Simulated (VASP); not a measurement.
Consider the following.

```yaml
crystal:
  lattice:
    - [-1.58224, 1.58224, 2.43280]
    - [1.58224, -1.58224, 2.43280]
    - [1.58224, 1.58224, -2.43280]
  atoms:
    - { symbol: In, position: [0.00000, 0.00000, 0.00000] }
```

Calculation: revTPSS meta-GGA, VASP's PBE PAW potentials (set 64) (plane waves; VASP 6.6.1). Settings: 520 eV cut-off, 16×16×16 Γ-centred mesh, first-order Methfessel-Paxton smearing of 0.10 eV, potentials In_d.

Unless said otherwise, spin-orbit coupling is left out, though it shifts the bands of the heavy elements here.

Q: Predict the energy per atom (σ→0), pressure, band gap (on the k-mesh) with the smallest direct gap where there is one.

A: 
The band gap (on the k-mesh) is none (metal, semimetal or under 0.01 eV) and the energy per atom (σ→0) is 14.618 eV/atom. The pressure comes out as 1.52 GPa.

Total energies compare only between runs with the same potentials, cut-off and functional.

The compound is In in the bct structure. This cell is one point of a volume scan, at 0.97 of the reference volume.
